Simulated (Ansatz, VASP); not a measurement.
# Sn in two plane-wave programs, part 2 of 2

Aim: how closely do two programs agree when they are given the same cell, functional and k mesh? The cell is taken from a series of runs on this material, whose earlier steps may have relaxed, scaled, displaced or heated it; both programs get it as it stands.

VASP 6.6.1 and Ansatz 0.2.0.

So far: Set-up; VASP: zone-centre phonons, LDA.

### Step 2. VASP: zone-centre phonons, LDA (continued)

Level of this step: LDA; plane waves and PAW (Sn_d) (VASP).

Numbers of over 12 decimals in the logs are rounded to 6 here.

OUTCAR, selected parts (step 2):

```text
ion  position               nearest neighbor table
   1  0.500  0.500  0.500-   2 2.81   2 2.81   2 2.81   2 2.81
   2  0.750  0.750  0.750-   1 2.81   1 2.81   1 2.81   1 2.81

  LATTYP: Found a body centered tetragonal cell.
 ALAT       =     4.5462783215
 C/A-ratio  =     1.4520815049

 Subroutine GETGRP returns: Found  4 space group operations
 (whereof  2 operations were pure point group operations)

The static configuration has the point symmetry C_1h.
 The point group associated with its full space group is C_2h.

   k-points           NKPTS =   1728   k-points in BZ     NKDIM =   1728   number of bands    NBANDS=     20

   dimension x,y,z NGX =    36 NGY =   36 NGZ =   36
   dimension x,y,z NGXF=    72 NGYF=   72 NGZF=   72

   ENCUT  =  500.0 eV  36.75 Ry    6.06 a.u.   8.40  8.40  8.29*2*pi/ulx,y,z

   NELECT =      28.0000    total number of electrons

 k-points in reciprocal lattice and weights: Points of the shifted mesh
   0.04166667  0.04166667  0.04166667       0.001
   0.04166667  0.04166667  0.12500000       0.001
   0.04166667  0.04166667  0.20833333       0.001
   0.04166667  0.04166667  0.29166667       0.001
   0.04166667  0.04166667  0.37500000       0.001
   0.04166667  0.04166667  0.45833333       0.001
   0.04166667  0.04166667  0.54166667       0.001
   0.04166667  0.04166667  0.62500000       0.001
   0.04166667  0.04166667  0.70833333       0.001
[...]
0.95833333  0.95833333  0.87500000       0.001
   0.95833333  0.95833333  0.95833333       0.001

 average (electrostatic) potential at core
       1-101.3806       2-101.3806

  Total        0.0055360      0.0055360     -0.3762271     -0.0075026     -0.0231623     -0.0231623
  in kB        0.1300109      0.1300109     -8.8355085     -0.1761942     -0.5439548     -0.5439548
  external PRESSURE =      -2.8584955 kB  Pullay stress =       0.0000000 kB

  energy-cutoff  :      500.00
  volume of cell :       68.22
      direct lattice vectors                 reciprocal lattice vectors
     0.000000000  3.214704230  3.300783334    -0.155535304  0.155535304  0.151479194
     3.214704230  0.000000000  3.300783334     0.155535304 -0.155535304  0.151479194
     3.214704230  3.214704230  0.000000000     0.155535304  0.155535304 -0.151479194

 POSITION                                       TOTAL-FORCE (eV/Angst)
 -----------------------------------------------------------------------------------
      3.21417      3.21417      3.30081        -0.000702     -0.000702      0.001267
      4.82259      4.82259      4.95114         0.000702      0.000702     -0.001267
 -----------------------------------------------------------------------------------
    total drift:                                0.000000      0.000000      0.000000

 Eigenvectors and eigenvalues of the dynamical matrix
 ----------------------------------------------------

   1 f  =    5.760568 THz    36.194717 2PiTHz  192.151869 cm-1    23.823785 meV
             X         Y         Z           dx          dy          dz
      3.214167  3.214167  3.300814     0.061989    0.061989    0.701651
      4.822594  4.822594  4.951144    -0.061989   -0.061989   -0.701651

   2 f  =    5.700238 THz    35.815653 2PiTHz  190.139478 cm-1    23.574280 meV
             X         Y         Z           dx          dy          dz
      3.214167  3.214167  3.300814     0.496143    0.496143   -0.087665
      4.822594  4.822594  4.951144    -0.496143   -0.496143    0.087665

   3 f  =    5.583815 THz    35.084142 2PiTHz  186.256007 cm-1    23.092791 meV
             X         Y         Z           dx          dy          dz
      3.214167  3.214167  3.300814    -0.500000    0.500000    0.000000
      4.822594  4.822594  4.951144     0.500000   -0.500000   -0.000000

   4 f  =    0.000000 THz     0.000001 2PiTHz    0.000003 cm-1     0.000000 meV
             X         Y         Z           dx          dy          dz
      3.214167  3.214167  3.300814    -0.208782    0.675557    0.005715
      4.822594  4.822594  4.951144    -0.208782    0.675557    0.005715

   5 f/i=    0.000000 THz     0.000000 2PiTHz    0.000001 cm-1     0.000000 meV
             X         Y         Z           dx          dy          dz
      3.214167  3.214167  3.300814     0.675581    0.208775    0.001679
      4.822594  4.822594  4.951144     0.675581    0.208775    0.001679

   6 f/i=    0.000000 THz     0.000001 2PiTHz    0.000005 cm-1     0.000001 meV
             X         Y         Z           dx          dy          dz
      3.214167  3.214167  3.300814     0.000083   -0.005956    0.707082
      4.822594  4.822594  4.951144     0.000083   -0.005956    0.707082

 ELASTIC MODULI CONTR FROM IONIC RELAXATION (kBar)
 Direction    XX          YY          ZZ          XY          YZ          ZX
 --------------------------------------------------------------------------------
 XX          -0.0519      0.0188     -0.0004     -0.2512     -0.3194      3.4165
 YY           0.0188     -0.0519     -0.0004      0.6181      3.2355     -0.9991
 ZZ          -0.0004     -0.0004     -0.0208      2.0591     -0.3699      0.1000
 XY          -0.2512      0.6181      2.0591   -210.8249      1.9925      6.6520
 YZ          -0.3194      3.2355     -0.3699      1.9925   -225.8164      5.7976
 ZX           3.4165     -0.9991      0.1000      6.6520      5.7976   -226.4751
 --------------------------------------------------------------------------------
```

### Step 3. Ansatz: zone-centre phonons, LDA

Ansatz runs on its PAW soft_1 files.

The same cell, functional (in two slightly different forms), mesh and smearing now go to Ansatz, which takes its cutoff from its data sets.

File input.yaml:

```yaml
crystal:
  lattice:
    - [0.0, 3.2147042303, 3.3007833335]
    - [3.2147042303, 0.0, 3.3007833335]
    - [3.2147042303, 3.2147042303, 0.0]
  atoms:
    - { symbol: Sn, position: [0.5000046583, 0.5000046583, 0.4998282072] }
    - { symbol: Sn, position: [0.7499953417, 0.7499953417, 0.7501717928] }
kpoints:
  mp_grid: { grid: [12, 12, 12], shift: [0.5, 0.5, 0.5] }
hamiltonian:
  xc: lda
  pseudopotentials: { kind: paw, azcp: { folder: soft_1 }, xc_functional: pbe }
scf:
  occupations: { method: gaussian, width: 0.015 }
output:
  eigenvalues: true
phonons:
  method: dfpt
```

Command:

```
ansatz run input.yaml --threads 4 --pin off --max-ram 10240MiB --backend cpu --events-out ev --progress --plain --runs-dir out
```

Log:

```text
Engine: ansatz 0.2.0, aarch64-unknown-linux-gnu
Pseudopotentials: kind: paw
Pseudopotential: Sn, paw, valence charge 14, recommended cutoff 420 eV (normal), soft_1/Sn.paw.azcp
Functional definition: SPW92
  exchange = slater_x
  correlation = pw_c
Crystal: 2 atoms, lattice volume = 68.223 Å³
Basis set: ecut = 420 eV, 1371 PW (Γ), exchange–correlation on 64×64×64 points (8 copies of the dense FFT grid, shifted against one another)
Bands: 18, of which v1, the nominal top of the filled ones, is band 14 counted from 1 (13 counted from 0)
Symmetry: 4 space group operations
k-points: 864 of 1728 (irreducible under 1 space group operation, time reversal used)
Non-local potential: Sn, projectors of the file, l = 0: 2, l = 1: 2, l = 2: 2, l = 3: 1
PAW form: soft (Blöchl's): semilocal exchange-correlation on the pseudo side does not see the compensation charge
PAW frozen core: Sn, regenerated for the run's functional, and the local potential with it (the file was generated under x = pbe(κ = 0.804, μ = 0.219515), c = pbe(β = 0.066725))
PAW one-centre angular grid: Sn, 590 points (default); XC on 64 Gauss nodes
Initial density: superposition of atomic densities (chi_scale 0.1, normalization cell)
Initial wavefunctions: pseudopotential atomic-orbital guess
Functional: x = slater, c = lda
SCF iter   1: F=—  HF=-11759.275433 eV  |F-HF|=—  |Δ(HF+E_count)|=         —  Δρ=2.25e-2  dr2=3.86e-1  ethr=3.10e-3  ⟨swp⟩=6.0  Hψ=84406  notcnv=0
preconditioner: auto → none  [insulator: Δε(μ)=0.048 eV  Ē_g=19.940 eV  σ=0.015 eV  W_gap=0.98  n_scr=14 (ndim 8)  ℏωp=23.8 eV  f_vac=0.004  D(μ)=0.01/eV (n_scr^D=0)  ε∞_Penn≈2.4]
SCF iter   2: F=—  HF=-11759.160636 eV  |F-HF|=—  |Δ(HF+E_count)|=   1.15e-1  Δρ=9.35e-3  dr2=6.23e-2  ethr=1.38e-3  ⟨swp⟩=2.0  Hψ=25902  notcnv=0
SCF iter   3: F=—  HF=-11759.145972 eV  |F-HF|=—  |Δ(HF+E_count)|=   1.47e-2  Δρ=1.00e-3  dr2=4.51e-4  ethr=2.22e-4  ⟨swp⟩=2.0  Hψ=22468  notcnv=0
SCF iter   4: F=—  HF=-11759.146110 eV  |F-HF|=—  |Δ(HF+E_count)|=   1.39e-4  Δρ=4.51e-4  dr2=5.32e-5  ethr=1.61e-6  ⟨swp⟩=2.0  Hψ=29502  notcnv=0
SCF iter   5: F=—  HF=-11759.146102 eV  |F-HF|=—  |Δ(HF+E_count)|=   7.81e-6  Δρ=1.11e-4  dr2=3.23e-6  ethr=1.90e-7  ⟨swp⟩=2.0  Hψ=24192  notcnv=0
SCF iter   6: F=—  HF=-11759.146103 eV  |F-HF|=—  |Δ(HF+E_count)|=   5.83e-7  Δρ=2.04e-5  dr2=1.60e-7  ethr=1.15e-8  ⟨swp⟩=2.0  Hψ=27650  notcnv=0
SCF iter   7: F=—  HF=-11759.146103 eV  |F-HF|=—  |Δ(HF+E_count)|=   2.34e-7  Δρ=4.86e-6  dr2=1.23e-8  ethr=5.71e-10  ⟨swp⟩=1.0  Hψ=15552  notcnv=0
SCF iter   8: F=—  HF=-11759.146103 eV  |F-HF|=—  |Δ(HF+E_count)|=   4.80e-9  Δρ=2.18e-7  dr2=1.85e-11  ethr=4.38e-11  ⟨swp⟩=2.2  Hψ=27413  notcnv=0
SCF iter   9: F=-11759.146103 eV  HF=-11759.146103 eV  |F-HF|=9.09e-12  |Δ(HF+E_count)|=  3.64e-12  Δρ=2.44e-8  dr2=3.05e-13  ethr=1.00e-12  ⟨swp⟩=6.9  Hψ=71849  notcnv=0
SCF 1 converged in 9 iterations: F = -11759.146103 eV  dr2 = 3.05e-13
  greatest PAW one-centre occupation: 0.992 electrons in one spin orbital (limit 2), on the Sn atom at site 1 (counted from 0), in its partial waves of l = 2
DFPT response loops at Γ: preconditioner auto → Kerker (q_TF=auto, 2.352 Å⁻¹) (partly filled bands, converged f_vac=0.085); β = 1.00, the filter's whole step (`scf.mixing.beta` (0.50) is not read by the response loops under this deck's `scf.mixing.preconditioner`; to damp them name `kerker` or `kerker_dos`, under which they read `scf.mixing.beta`, and type it under 1.00, their step now; both keys bind the ground state too); Broyden in place of MSR1
SCF converged after 9 iterations
Free energy (F): -11759.146103 eV
Harris-Foulkes:  -11759.146103 eV  (|F-HF|=9.09e-12)
Internal energy: -11759.146103 eV  (E = F + TS)
E sigma→0 (E₀):  -11759.146103 eV
Entropy (-TS):   -0.000000 eV (-0.000 meV/atom)
Fermi energy:    7.577374 eV
--- Per-component energies (eV) ---
  E_band       = -254.157910
  E_kinetic    = 339.121032
  E_local      = -2627.286069  (includes V_loc(G=0)·N_el)
  E_nonlocal   = 298.978213
  E_hartree    = 1274.689931
  E_xc         = -249.991617
  E_vxc        = -162.286722  (∫ρ·V_xc dr)
  E_paw        = -8451.341279  (= ΣΔE_a)
  E_vpaw       = -652.064784  (= ΣTr[D̂ρ^β])
  E_aug_tail   = 0.000546  (compensation charges beyond the density's cutoff)
  E_ewald      = -2344.166642
  E_core_change = 0.849782  (= ΣΔE_core)
  E_smearing   = -0.000000  (= −TS)
  E_closure    = 0.000000  (closes the sum)
  Σ components = -11759.146103   (vs F -11759.146103, Δ=0.00e0)
--- Band table (eV; the first three rows and the last of 864) ---
  k-point 0: bands = [... 10 lower, -3.0893, 6.4447, 7.5386, 7.6785, 7.8385, 9.7365, 9.7399, 9.8540]
  k-point 1: bands = [... 10 lower, -2.9984, 5.6330, 7.1314, 7.6148, 8.2152, 9.8346, 9.8507, 10.4231]
  k-point 2: bands = [... 10 lower, -2.7769, 4.4358, 6.7646, 7.3471, 8.1912, 10.1903, 10.3346, 11.2190]
  k-point 863: bands = [... 10 lower, -1.4761, 1.2195, 6.2318, 6.4083, 7.6786, 10.7543, 10.8615, 13.1999]
--- Phonons (Γ-DFPT): 2 representative perturbations + reference, on 864 of 1728 k-points (Σ response iterations 6) ---
  k mesh reduced under 1 symmetry operation, with k and −k counted as one. Each operation leaves every solved perturbation unchanged. A smaller set is not used because it would not reduce the number of displacements times k-points to solve
  ASR residual: 7.129e-6 → 0.000e0 eV/Å²; symmetrization residual: 2.494e-6 eV/Å²
  ASR residual per site (eV/Å²): 7.13e-6 7.13e-6
  Γ frequencies (cm⁻¹): 0.00 0.00 0.00 185.35 189.34 191.79
  non-analytic LO–TO correction: not included (Born effective charges unavailable; polar crystals: no LO–TO splitting at Γ)
```

The column dr2 measures how far the density is from self-consistency, as an energy; F and HF (Harris–Foulkes) agree once it is small.

### Step 4. Differences

Known differences besides the potentials themselves: the two LDA forms differ slightly; the cutoff is 420 eV in Ansatz and 500 eV in VASP; VASP's log shows a relativistic correction to its local exchange, Ansatz's none. Total energies have different zeros and are not compared.

Both answers:

```tsv
quantity	Ansatz	VASP	difference
optical mode 1 (cm⁻¹)	185.3	186.3	-0.49 %
optical mode 2 (cm⁻¹)	189.3	190.1	-0.42 %
optical mode 3 (cm⁻¹)	191.8	192.2	-0.19 %
```

Modes are paired by rising frequency, not by their patterns, so a pair may set unlike modes beside each other; they are those without the splitting of longitudinal modes.

### Step 5. Outcome

```json
{
  "r.m.s. difference of the optical zone-centre modes, each program's sorted by frequency (zone-centre phonons, LDA)": "0.73 cm⁻¹"
}
```

What this shows: The r.m.s. difference of the optical zone-centre modes, each program's sorted by frequency is 0.73 cm⁻¹ (zone-centre phonons, LDA). Such differences can come from data sets, numerical settings and the points named under the comparisons, not from the functional's error against experiment.

[Lines on the potential files, build, host, timing and source positions are cut from VASP's logs without a mark.]

[Logs are printed without paths, hosts, clocks, repeated set-up lines and the standing remarks that a program may print on its own settings, such as how far it seeks lower states.]

[Hosts, paths, dates, database ids (printed as entryN), source tags and the programs' standing remarks are cut or masked in the printed files.]
